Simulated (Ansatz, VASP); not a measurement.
## C (amorphous carbon) in two plane-wave programs

Aim: how closely do two programs agree when they are given the same cell, functional and k mesh? The cell is taken from a series of runs on this material, whose earlier steps may have relaxed, scaled, displaced or heated it; both programs get it as it stands.

Calculated with Ansatz 0.2.0; plane waves, with VASP 6.6.1 beside it; PBE.

## Step 1: The starting structure

The cell holds 150 atoms: 150 C. Its edges and angles: a = 10.082 Å, b = 10.082 Å, c = 10.082 Å, α = 90.0°, β = 90.0°, γ = 90.0°. As first built, before any earlier steps moved the atoms or strained the cell (in the runner's words): 150 atoms (150 C) placed at random at 2.92 g/cm^3, melted at 6000 K for 10 ps at fixed volume with the Tersoff potential (Tersoff, Phys. Rev. B 39, 5566 (1989)). Quenched from 6000 K to 300 K at 100 K/ps and fixed volume, held 5 ps, then minimised at fixed cell.

## Step 2: VASP: single point, PBE

With cell and atoms fixed, the geometry can't cause a difference; cores, projectors, grids and the points listed under the comparison can.

Lines of VASP's logs that name or quote its potential files are left out, and so is its time.

File INCAR:

```
SYSTEM = C
PREC = Accurate
ENCUT = 600
EDIFF = 1E-06
NELM = 120
ISMEAR = 0
SIGMA = 0.05
LREAL = Auto
ALGO = Normal
GGA = PE
NBANDS = 405
LORBIT = 11
LWAVE = .FALSE.
LCHARG = .FALSE.
ISIF = 2
LASPH = .TRUE.
GGA_COMPAT = .FALSE.
```

File POSCAR:

```
C
1.0
   10.0824000000      0.0000000000      0.0000000000
    0.0000000000     10.0824000000      0.0000000000
    0.0000000000      0.0000000000     10.0824000000
C
150
Direct
    0.1863200000      0.2434800000      0.6983600000
    0.4139300000      0.1569100000      0.7706800000
    0.0697100000      0.1793100000      0.3368800000
    0.0345400000      0.4757400000      0.6477900000
    0.0729700000      0.2225900000      0.4731500000
    0.3301200000      0.9201000000      0.7622000000
    0.4992600000      0.5473600000      0.8920600000
    0.3507600000      0.1993300000      0.3426200000
    0.1400100000      0.2579000000      0.9746400000
    0.6289600000      0.7674900000      0.0642700000
    0.8600700000      0.5099500000      0.3972600000
    0.0177700000      0.0101000000      0.9676800000
    0.6648700000      0.7296700000      0.9265100000
    0.3641600000      0.8508100000      0.0271600000
    0.0027100000      0.8436600000      0.4898400000
    0.6248400000      0.8160200000      0.3333600000
    0.1982300000      0.6153300000      0.7374600000
    0.7299900000      0.7152400000      0.5863600000
    0.8528100000      0.4538400000      0.9456000000
    0.2258400000      0.1388200000      0.9476300000
    0.6220100000      0.3648400000      0.0009700000
    0.1689400000      0.9940400000      0.9511800000
    0.8575900000      0.2730800000      0.2899400000
    0.8106000000      0.3134800000      0.1487300000
    0.6659000000      0.4990400000      0.0522700000
    0.9908000000      0.4372000000      0.9087500000
    0.9214300000      0.9685200000      0.0771000000
    0.4798200000      0.0500900000      0.0933300000
    0.0573700000      0.2459600000      0.0942900000
    0.1954800000      0.2200000000      0.5507200000
[... 114 atom lines left out ...]
    0.4713200000      0.4487200000      0.4992800000
    0.8245600000      0.6068800000      0.6369600000
    0.5176000000      0.7637900000      0.7115500000
    0.3198500000      0.3863900000      0.8438000000
    0.0454200000      0.7874300000      0.6214800000
    0.8704200000      0.3635100000      0.4055400000
```

File KPOINTS:

```
Automatic mesh
0
Gamma
1 1 1
0 0 0
```

PAW data sets: C (PBE family, release 64).

Started as:

```sh
export OMP_NUM_THREADS=3
mpirun -np 1 vasp_gam
```

Numbers of over 12 decimals in the logs are rounded to 6 here.

What it wrote:

```text
[banner, memory and clock lines left out]
running    1 mpi-ranks, on    1 nodes
[...]
Offloading initialized ...    1 GPUs detected
[...]
LDA part: xc-table for (Slater+PW92), standard interpolation
 POSCAR, INCAR and KPOINTS ok, starting setup
[...]
entering main loop
       N       E                     dE             d eps       ncg     rms          rms(c)
DAV:   1     0.441727962337E+04    0.44173E+04   -0.39295E+05   810   0.170E+03
DAV:   2    -0.859008984963E+03   -0.52763E+04   -0.49307E+04  1047   0.361E+02
DAV:   3    -0.127726033269E+04   -0.41825E+03   -0.40308E+03   972   0.974E+01
DAV:   4    -0.128936629336E+04   -0.12106E+02   -0.11979E+02   964   0.173E+01
[...]
DAV:  18    -0.123433031445E+04   -0.23850E-04   -0.10522E-04   932   0.162E-02    0.163E-02
DAV:  19    -0.123433031806E+04   -0.36164E-05   -0.32599E-05   924   0.903E-03    0.759E-03
DAV:  20    -0.123433031855E+04   -0.48334E-06   -0.58501E-06   748   0.398E-03
   1 F= -.12343303E+04 E0= -.12343127E+04  d E =-.352172E-01
```

Parts of OUTCAR (step 2):

```text
  FREE ENERGIE OF THE ION-ELECTRON SYSTEM (eV)
  ---------------------------------------------------
  free  energy   TOTEN  =     -1234.3303185482 eV

  energy  without entropy=    -1234.2951013662  energy(sigma->0) =    -1234.31270996
```

The gap is under twice the smearing width, so the edge states are partly filled and the run can't tell a small gap from a semimetal.

## Step 3: Ansatz: single point, PBE

Ansatz runs on its default PAW (the set named soft_2) files.

The same cell, functional, mesh and smearing now go to Ansatz, which takes its cutoff from its data sets.

File input.yaml:

```yaml
crystal:
  lattice:
    - [10.0824, 0.0, 0.0]
    - [0.0, 10.0824, 0.0]
    - [0.0, 0.0, 10.0824]
  atoms:
    - { symbol: C, position: [0.18632, 0.24348, 0.69836] }
    - { symbol: C, position: [0.41393, 0.15691, 0.77068] }
    - { symbol: C, position: [0.06971, 0.17931, 0.33688] }
    - { symbol: C, position: [0.03454, 0.47574, 0.64779] }
    - { symbol: C, position: [0.07297, 0.22259, 0.47315] }
    - { symbol: C, position: [0.33012, 0.9201, 0.7622] }
    - { symbol: C, position: [0.49926, 0.54736, 0.89206] }
    - { symbol: C, position: [0.35076, 0.19933, 0.34262] }
    - { symbol: C, position: [0.14001, 0.2579, 0.97464] }
    - { symbol: C, position: [0.62896, 0.76749, 0.06427] }
    - { symbol: C, position: [0.86007, 0.50995, 0.39726] }
    - { symbol: C, position: [0.01777, 0.0101, 0.96768] }
    - { symbol: C, position: [0.66487, 0.72967, 0.92651] }
    - { symbol: C, position: [0.36416, 0.85081, 0.02716] }
    - { symbol: C, position: [0.00271, 0.84366, 0.48984] }
    - { symbol: C, position: [0.62484, 0.81602, 0.33336] }
    - { symbol: C, position: [0.19823, 0.61533, 0.73746] }
    - { symbol: C, position: [0.72999, 0.71524, 0.58636] }
    - { symbol: C, position: [0.85281, 0.45384, 0.9456] }
    - { symbol: C, position: [0.22584, 0.13882, 0.94763] }
    - { symbol: C, position: [0.62201, 0.36484, 0.00097] }
    - { symbol: C, position: [0.16894, 0.99404, 0.95118] }
    - { symbol: C, position: [0.85759, 0.27308, 0.28994] }
    - { symbol: C, position: [0.8106, 0.31348, 0.14873] }
    - { symbol: C, position: [0.6659, 0.49904, 0.05227] }
    - { symbol: C, position: [0.9908, 0.4372, 0.90875] }
    - { symbol: C, position: [0.92143, 0.96852, 0.0771] }
    - { symbol: C, position: [0.47982, 0.05009, 0.09333] }
    - { symbol: C, position: [0.05737, 0.24596, 0.09429] }
    - { symbol: C, position: [0.19548, 0.22, 0.55072] }
[... 114 atom lines left out ...]
    - { symbol: C, position: [0.47132, 0.44872, 0.49928] }
    - { symbol: C, position: [0.82456, 0.60688, 0.63696] }
    - { symbol: C, position: [0.5176, 0.76379, 0.71155] }
    - { symbol: C, position: [0.31985, 0.38639, 0.8438] }
    - { symbol: C, position: [0.04542, 0.78743, 0.62148] }
    - { symbol: C, position: [0.87042, 0.36351, 0.40554] }
kpoints:
  mp_grid: { grid: [1, 1, 1] }
hamiltonian:
  xc: pbe
scf:
  occupations: { method: gaussian, width: 0.05 }
output:
  forces: true
  stress: true
  populations: intrinsic
  dos:
    method: { smearing: { sigma: 0.15 } }
    de: 0.1
    projected: { site_lists: { C: [C] } }
  eigenvalues: true
```

Started as:

```sh
ansatz run input.yaml --threads 4 --pin off --max-ram 8192MiB --backend cpu --events-out ev --progress --plain --runs-dir out
```

What it wrote:

```text
Engine: ansatz 0.2.0, aarch64-unknown-linux-gnu
Pseudopotentials: kind: paw
Pseudopotential: C, paw, valence charge 4, recommended cutoff 420 eV (normal), C.paw.azcp
Functional definition: PBE
  parameter kappa = 0.804
  parameter beta = 0.066725
  exchange = pbe_x(kappa = kappa, mu = beta*pi^2/3)
  correlation = pbe_c(beta = beta)
Crystal: 150 atoms, lattice volume = 1024.924 Å³
Basis set: ecut = 420 eV, 20005 PW (Γ), exchange–correlation on 144×144×144 points (8 copies of the dense FFT grid, shifted against one another)
Bands: 450, of which v1, the nominal top of the filled ones, is band 300 counted from 1 (299 counted from 0)
Symmetry: 1 space group operations
Space group: P1 (ITA 1), of the structure as read, at distance tolerance 1.0e-4 Å
k-points: 1
Non-local potential: C, projectors of the file, l = 0: 2, l = 1: 2, l = 2: 1
PAW form: soft (Blöchl's): semilocal exchange-correlation on the pseudo side does not see the compensation charge
PAW one-centre angular grid: C, 110 points (default); XC on 64 Gauss nodes
Initial density: superposition of atomic densities (neutral atoms: chi_scale 0, normalization atom), corrected by the library's trained network
Initial wavefunctions: pseudopotential atomic-orbital guess
Functional: x = pbe(κ = 0.804, μ = 0.219515), c = pbe(β = 0.066725)
SCF iter   1: F=—  HF=-37491.903134 eV  |F-HF|=—  |Δ(HF+E_count)|=         —  Δρ=1.69e-2  dr2=4.76e0  ethr=1.77e-3  ⟨swp⟩=6.0  Hψ=1828  notcnv=0  defer=113
preconditioner: auto → Resta (q_TF=auto, 2.495 Å⁻¹)  ε∞=4.6  [insulator: Δε(μ)=0.089 eV  Ē_g=14.875 eV  σ=0.050 eV  W_gap=0.79  n_scr=256 (ndim 8)  ℏωp=28.4 eV  f_vac=0.002  D(μ)=21.26/eV (n_scr^D=122)  ε∞_Penn≈4.6]
SCF iter   2: F=—  HF=-37491.378131 eV  |F-HF|=—  |Δ(HF+E_count)|=   5.25e-1  Δρ=7.86e-3  dr2=9.83e-1  ethr=7.94e-4  ⟨swp⟩=1.0  Hψ=518  notcnv=0  defer=115
SCF iter   3: F=—  HF=-37491.235488 eV  |F-HF|=—  |Δ(HF+E_count)|=   1.43e-1  Δρ=1.80e-3  dr2=3.67e-2  ethr=1.64e-4  ⟨swp⟩=3.0  Hψ=579  notcnv=0  defer=138
SCF iter   4: F=—  HF=-37491.232715 eV  |F-HF|=—  |Δ(HF+E_count)|=   2.77e-3  Δρ=6.76e-4  dr2=6.49e-3  ethr=6.11e-6  ⟨swp⟩=3.0  Hψ=661  notcnv=0  defer=138
SCF iter   5: F=—  HF=-37491.232329 eV  |F-HF|=—  |Δ(HF+E_count)|=   3.86e-4  Δρ=1.54e-4  dr2=2.78e-4  ethr=1.08e-6  ⟨swp⟩=2.0  Hψ=328  notcnv=0  defer=138
SCF iter   6: F=—  HF=-37491.232361 eV  |F-HF|=—  |Δ(HF+E_count)|=   3.21e-5  Δρ=5.31e-5  dr2=4.00e-5  ethr=4.63e-8  ⟨swp⟩=3.0  Hψ=616  notcnv=0  defer=138
SCF iter   7: F=—  HF=-37491.234289 eV  |F-HF|=—  |Δ(HF+E_count)|=   1.93e-3  Δρ=1.42e-5  dr2=2.49e-6  ethr=6.67e-9  ⟨swp⟩=1.0  Hψ=450  notcnv=0  defer=138
SCF iter   8: F=—  HF=-37491.234289 eV  |F-HF|=—  |Δ(HF+E_count)|=   9.29e-7  Δρ=4.27e-6  dr2=2.72e-7  ethr=4.14e-10  ⟨swp⟩=2.0  Hψ=512  notcnv=0  defer=138
SCF iter   9: F=-37491.234290 eV  HF=-37491.234290 eV  |F-HF|=1.83e-9  |Δ(HF+E_count)|=   8.11e-8  Δρ=1.15e-6  dr2=2.28e-8  ethr=1.67e-11  ⟨swp⟩=16.0  Hψ=2427  notcnv=0
SCF 1 converged in 9 iterations: F = -37491.234290 eV  dr2 = 2.28e-8
  greatest PAW one-centre occupation: 0.692 electrons in one spin orbital (limit 2), on the C atom at site 75 (counted from 0), in its partial waves of l = 0
SCF converged after 9 iterations
Free energy (F): -37491.234290 eV
Harris-Foulkes:  -37491.234290 eV  (|F-HF|=1.83e-9)
Internal energy: -37491.199013 eV  (E = F + TS)
E sigma→0 (E₀):  -37491.216651 eV
Entropy (-TS):   -0.035276 eV (-0.235 meV/atom)
Fermi energy:    10.806343 eV
--- Per-component energies (eV) ---
  E_band       = 942.083769
  E_kinetic    = 13562.099438
  E_local      = -14634.357826  (includes V_loc(G=0)·N_el)
  E_nonlocal   = 4049.580025
  E_hartree    = 3931.115917
  E_xc         = -7198.510046
  E_vxc        = -8923.437632  (∫ρ·V_xc dr)
  E_paw        = -14864.175161  (= ΣΔE_a)
  E_vpaw       = -974.031938  (= ΣTr[D̂ρ^β])
  E_aug_tail   = 0.001072  (compensation charges beyond the density's cutoff)
  E_ewald      = -22336.952432
  E_smearing   = -0.035276  (= −TS)
  E_closure    = -0.000000  (closes the sum)
  Σ components = -37491.234290   (vs F -37491.234290, Δ=0.00e0)
--- Forces (eV/Å), atoms counted from 1 ---
  atom   1  C      1.31983463     1.17973658     0.39329896
  atom   2  C      0.56501613    -0.33524149     0.36011125
  atom   3  C     -1.03100506     1.23983942     0.65676942
  atom   4  C     -0.26929418     0.27071959     0.87241218
  atom   5  C      1.58451925     0.03095143     0.34671350
  atom   6  C     -1.37786871    -0.71498867     0.46295605
  atom   7  C      0.10393593    -1.60070235    -0.75742342
  atom   8  C      0.05232054    -1.43363402    -0.67852223
  atom   9  C     -1.66468772    -0.22541384    -0.63615106
  atom  10  C      1.00968525     2.24648694     3.13646960
  atom  11  C     -1.82703121    -0.90351252    -1.29194617
  atom  12  C     -1.54132276     0.38210793     0.72442189
[...]
atom 137  C      1.59325010    -0.99951221     1.75233113
  atom 138  C     -0.40542535     1.31521423    -0.49219008
  atom 139  C     -1.71558710    -1.05711539     1.61621167
  atom 140  C     -1.11401655     0.89186190    -2.41461339
  atom 141  C     -0.71843828    -2.71568764     1.37398465
  atom 142  C     -0.94126333     1.03146938     0.14797916
  atom 143  C     -0.03446403    -0.75238698    -1.64735068
  atom 144  C     -1.22220233    -0.06357612     2.28690000
  atom 145  C      0.16986089    -1.05813402     0.91605174
  atom 146  C     -1.07369837     2.06132577    -2.44946950
  atom 147  C      3.09400440     0.84286101     0.61997548
  atom 148  C     -0.66383272    -1.71020200     0.75916903
  atom 149  C     -0.28628200    -1.85545630     1.37388859
  atom 150  C      1.37935449     0.56208056    -1.39821857
  max |Σ_I F_I| component: 3.75e-5 eV/Å
--- Stress (GPa, compression-positive) ---
        1.523868       2.487990      -7.211769
        2.487990       4.429831       0.444715
       -7.211769       0.444715       0.909106
  P = ⅓ Tr σ = 2.2876 GPa (22.876 kbar)
--- Band table (eV) ---
  k-point 0: bands = [... 296 lower, 10.5252, 10.6207, 10.7143, 10.7676, 10.8524, 10.8669, 10.9149, 10.9354, ... 146 higher]
--- intrinsic populations: 150 sites ---
  site symbol       q [e]
     0      C      3.9965
     1      C      3.9959
     2      C      4.0844
     3      C      4.0201
     4      C      4.0313
     5      C      4.0267
     6      C      4.0030
     7      C      4.0652
     8      C      3.9717
     9      C      3.9932
    10      C      3.9862
    11      C      4.0233
    12      C      3.9904
    13      C      4.0441
    14      C      3.9823
    15      C      3.9867
    16      C      3.9823
    17      C      4.0191
    18      C      3.9976
    19      C      3.9828
    20      C      3.8900
    21      C      3.9852
    22      C      3.9227
    23      C      4.0068
[...]
142      C      3.9723
   143      C      4.0150
   144      C      3.9797
   145      C      4.0323
   146      C      3.9783
   147      C      4.0297
   148      C      3.9750
   149      C      4.0543
  spilling = 0.000000 (of n_electrons = 600.000000)
```

## Step 4: Differences

Known differences besides the potentials themselves: the cutoff is 420 eV in Ansatz and 600 eV in VASP (PREC = Accurate, projectors in real space). Total energies have different zeros and are not compared.

Compared:

```
      quantity  Ansatz  VASP  difference
pressure (GPa)    2.29  2.29        0.00
```

Forces on 10 of the 150 atoms, those with the largest forces and the largest differences (eV/Å; atoms numbered as in POSCAR):

```
atom          Ansatz x, y, z            VASP x, y, z
 C10     1.010, 2.246, 3.136     0.998, 2.236, 3.152
 C29    -3.660, 1.588, 0.921    -3.667, 1.584, 0.947
 C38    4.141, 0.274, -0.887    4.148, 0.288, -0.894
 C53  -2.447, -1.401, -2.708  -2.444, -1.409, -2.723
 C72  -1.061, -3.875, -1.902  -1.058, -3.872, -1.909
 C88    3.570, 0.978, -1.807    3.582, 0.987, -1.818
 C94   -1.432, -1.682, 0.655   -1.405, -1.661, 0.671
C110    4.171, -0.486, 0.766    4.180, -0.500, 0.750
C119    1.509, -0.824, 0.285    1.485, -0.802, 0.258
C126   -0.355, -0.536, 0.632   -0.377, -0.569, 0.625
```

The forces differ by 12 meV/Å r.m.s., which is 0.9 % of the r.m.s. force of 1.344 eV/Å (both taken over all components).

## Step 5: Results

- r.m.s. force difference (single point, PBE): 0.89 % of the r.m.s. force

**Reading.** The r.m.s. force difference is 0.89 % of the r.m.s. force (single point, PBE), within the 3 % picked in this series as the mark of a large difference. Such differences can come from data sets, numerical settings and the points named under the comparisons, not from the functional's error against experiment.

[Lines on the potential files, build, host, timing and source positions are cut from VASP's logs without a mark.]

[Logs are printed without paths, hosts, clocks, repeated set-up lines and the standing remarks that a program may print on its own settings, such as how far it seeks lower states.]

[Hosts, paths, dates, database ids (printed as entryN), source tags and the programs' standing remarks are cut or masked in the printed files.]
